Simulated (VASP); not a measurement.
Output of a VASP run:

**OUTCAR**
```
 ion  position               nearest neighbor table
   1  0.000  0.000  0.000-   3 2.63   3 2.63   3 2.63   2 2.63   3 2.63   2 2.63   2 2.63   2 2.63
  LATTYP: Found a face centered cubic cell.
 ALAT       =     6.0667223524
 Subroutine PRICEL returns:
 Original cell was already a primitive cell.
 Subroutine GETGRP returns: Found 48 space group operations
The static configuration has the point symmetry O_h .
The dynamic configuration has the point symmetry O_h .
 Subroutine INISYM returns: Found 48 space group operations
 Subroutine IBZKPT returns following result:
 Found     20 irreducible k-points:

 Following reciprocal coordinates:
            Coordinates               Weight
  0.000000  0.000000  0.000000      1.000000
  0.142857  0.000000  0.000000      8.000000
  0.285714  0.000000  0.000000      8.000000
  0.428571  0.000000  0.000000      8.000000
  0.142857  0.142857  0.000000      6.000000
  0.285714  0.142857  0.000000     24.000000
  0.428571  0.142857  0.000000     24.000000
 -0.428571  0.142857  0.000000     24.000000
 -0.285714  0.142857  0.000000     24.000000
 -0.142857  0.142857  0.000000     12.000000
  0.285714  0.285714  0.000000      6.000000
  0.428571  0.285714  0.000000     24.000000
 -0.428571  0.285714  0.000000     24.000000
 -0.285714  0.285714  0.000000     12.000000
  0.428571  0.428571  0.000000      6.000000
 -0.428571  0.428571  0.000000     12.000000
  0.428571  0.285714  0.142857     24.000000
 -0.428571  0.285714  0.142857     48.000000
 -0.428571  0.428571  0.142857     24.000000
 -0.285714  0.428571  0.142857     24.000000
   k-points           NKPTS =     20   k-points in BZ     NKDIM =     20   number of bands    NBANDS=     18
   number of dos      NEDOS =    601   number of ions     NIONS =      3
   total plane-waves  NPLWV =  32768
   dimension x,y,z NGX =    32 NGY =   32 NGZ =   32
   dimension x,y,z NGXF=    64 NGYF=   64 NGZF=   64
   ions per type =               1   2
   PREC   = accura    normal or accurate (medium, high low for compatibility)
   ISTART =      0    job   : 0-new  1-cont  2-samecut
   ICHARG =      2    charge: 1-file 2-atom 10-const
   ISPIN  =      1    spin polarized calculation?
   LNONCOLLINEAR =      F non collinear calculations
   LSORBIT =      F    spin-orbit coupling
   INIWAV =      1    electr: 0-lowe 1-rand  2-diag
   ENCUT  =  520.0 eV  38.22 Ry    6.18 a.u.   7.98  7.98  7.98*2*pi/ulx,y,z
   NELM   =    100;   NELMIN=  2; NELMDL= -5     # of ELM steps
   EDIFF  = 0.1E-06   stopping-criterion for ELM
   LREAL  =      F    real-space projection
   NLSPLINE    = F    spline interpolate recip. space projectors
   LMAXMIX     =    4 max onsite mixed and CHGCAR
   VOSKOWN=      0    Vosko Wilk Nusair interpolation
   EDIFFG = 0.1E-05   stopping-criterion for IOM
   NSW    =      0    number of steps for IOM
   NBLOCK =      1;   KBLOCK =      1    inner block; outer block
   IBRION =     -1    ionic relax: 0-MD 1-quasi-New 2-CG
   NFREE  =      0    steps in history (QN), initial steepest desc. (CG)
   ISIF   =      2    stress and relaxation
   ISYM   =      2    0-nonsym 1-usesym 2-fastsym
   TEIN   =    0.0    initial temperature
   TEBEG  =    0.0;   TEEND  =   0.0 temperature during run
   SMASS  =  -3.00    Nose mass-parameter (am)
   PSTRESS=    0.0 pullay stress
   NELECT =      28.0000    total number of electrons
   EFERMI =   0.00;   METHOD = LEGACY
   ISMEAR =    -5;   SIGMA  =   0.20  broadening in eV -4-tet -1-fermi 0-gaus
   IALGO  =     38    algorithm
   LDIAG  =      T    sub-space diagonalisation (order eigenvalues)
   IMIX   =      4    mixing-type and parameters
     AMIX     =   0.40;   BMIX     =  1.00
     AMIX_MAG =   1.60;   BMIX_MAG =  1.00
     AMIN     =   0.10
   GGA     = RE    functional components
   VOSKOWN =     0    Vosko Wilk Nusair interpolation
   LHFCALC =     F    Hartree Fock is set to
   LHFONE  =     F    Hartree Fock one center treatment
   AEXX    =    0.0000 exact exchange contribution
...
```

File OSZICAR:
```
       N       E                     dE             d eps       ncg     rms          rms(c)
DAV:   1     0.312092315823E+03    0.31209E+03   -0.15056E+04   720   0.177E+03
DAV:   2     0.179088269051E+02   -0.29418E+03   -0.28399E+03   782   0.455E+02
DAV:   3    -0.145598749039E+02   -0.32469E+02   -0.32026E+02   876   0.164E+02
DAV:   4    -0.156451969763E+02   -0.10853E+01   -0.10839E+01   780   0.311E+01
DAV:   5    -0.156779378140E+02   -0.32741E-01   -0.32739E-01   788   0.574E+00    0.830E+00
DAV:   6    -0.135514887911E+02    0.21264E+01   -0.11197E+01   920   0.271E+01    0.284E+00
DAV:   7    -0.135578848499E+02   -0.63961E-02   -0.51200E-01   726   0.477E+00    0.165E+00
DAV:   8    -0.135692294386E+02   -0.11345E-01   -0.12806E-01   724   0.426E+00    0.524E-01
DAV:   9    -0.135670019740E+02    0.22275E-02   -0.24661E-02   790   0.117E+00    0.116E-01
DAV:  10    -0.135692111919E+02   -0.22092E-02   -0.32839E-03   720   0.624E-01    0.348E-02
DAV:  11    -0.135692030164E+02    0.81755E-05   -0.20347E-04   756   0.161E-01    0.191E-02
DAV:  12    -0.135692219310E+02   -0.18915E-04   -0.99407E-05   802   0.106E-01    0.130E-02
DAV:  13    -0.135692201352E+02    0.17958E-05   -0.37363E-05   756   0.670E-02    0.509E-03
DAV:  14    -0.135692199730E+02    0.16227E-06   -0.28050E-06   760   0.129E-02    0.921E-04
DAV:  15    -0.135692200291E+02   -0.56179E-07   -0.67643E-08   552   0.234E-03
   1 F= -.13569220E+02 E0= -.13569220E+02  d E =0.000000E+00
```

OUTCAR:
```
------------------------ aborting loop because EDIFF is reached ----------------------------------------
  FORCE on cell =-STRESS in cart. coord.  units (eV):
  Direction    XX          YY          ZZ          XY          YZ          ZX
  --------------------------------------------------------------------------------------
  Total       -0.0023881     -0.0023881     -0.0023881      0.0000000      0.0000000     -0.0000000
  in kB       -0.0685414     -0.0685414     -0.0685414      0.0000000      0.0000000     -0.0000000
  external PRESSURE =      -0.0685414 kB  Pullay stress =       0.0000000 kB
  volume of cell :       55.82
      direct lattice vectors                 reciprocal lattice vectors
     0.000000000  3.033361176  3.033361176    -0.164833652  0.164833652  0.164833652
     3.033361176  0.000000000  3.033361176     0.164833652 -0.164833652  0.164833652
     3.033361176  3.033361176  0.000000000     0.164833652  0.164833652 -0.164833652
 POSITION                                       TOTAL-FORCE (eV/Angst)
 -----------------------------------------------------------------------------------
      0.00000      0.00000      0.00000        -0.000000      0.000000      0.000000
      1.51668      1.51668      1.51668        -0.000000     -0.000000      0.000000
      4.55004      4.55004      4.55004         0.000000      0.000000     -0.000000
 -----------------------------------------------------------------------------------
    total drift:                                0.000000     -0.000000      0.000000
  FREE ENERGIE OF THE ION-ELECTRON SYSTEM (eV)
  ---------------------------------------------------
  free  energy   TOTEN  =       -13.5692200291 eV

  energy  without entropy=      -13.5692200291  energy(sigma->0) =      -13.56922003

 total charge

# of ion       s       p       d       tot
------------------------------------------
    1        1.558   0.259   9.861  11.679
    2        1.743   4.326   0.000   6.069
    3        1.743   4.326   0.000   6.069
--------------------------------------------------
tot          5.044   8.912   9.861  23.818

 Electric field gradients after diagonalization (V/A^2)
 (convention: |V_zz| > |V_xx| > |V_yy|)
----------------------------------------------------------------------
 ion       V_xx      V_yy      V_zz     asymmetry (V_yy - V_xx)/ V_zz
----------------------------------------------------------------------
   1       0.000     0.000    -0.001       0.000
   2      -0.007    -0.007     0.013       0.000
   3      -0.007    -0.007     0.013       0.000
```
(Selected blocks of OUTCAR.)

### POSCAR
```
PbF2
1
    0.0000000000     3.0333611762     3.0333611762
    3.0333611762     0.0000000000     3.0333611762
    3.0333611762     3.0333611762     0.0000000000
Pb F
1 2
Direct
  0.0000000000   0.0000000000   0.0000000000
  0.2500000000   0.2500000000   0.2500000000
  0.7500000000   0.7500000000   0.7500000000
```

Q: Write an INCAR and KPOINTS that could have produced this output.

A: This is not unique; one that fits is the input of the run itself, revPBE GGA, plane waves, VASP's PBE PAW potentials (set 64).

File KPOINTS:
```
Automatic mesh
0
Gamma
7 7 7
0 0 0
```

### INCAR
```
PREC = Accurate
ALGO = Normal
LORBIT = 11   ! lm-projected
ISMEAR = -5
LCHARG = .TRUE.
ISIF = 2   ! forces and stress, cell fixed
LWAVE = .FALSE.
SYSTEM = PbF2
NEDOS = 601   ! DOS grid
EDIFF = 1E-7   ! SCF stop (eV)
LEFG = .TRUE.
LMAXMIX = 4
NELM = 100   ! most electronic steps
LREAL = .FALSE.   ! projection in real space or not
GGA = RE   ! revPBE
ENCUT = 520   ! plane-wave cut-off (eV)
LASPH = .TRUE.   ! aspherical one-centre terms
```

POTCAR, in this order: Pb_d F (PBE.64 set). Program: vasp_std.

The compound is PbF2 in the fluorite structure, the β form. It was relaxed first, which changed the volume by +7 %.
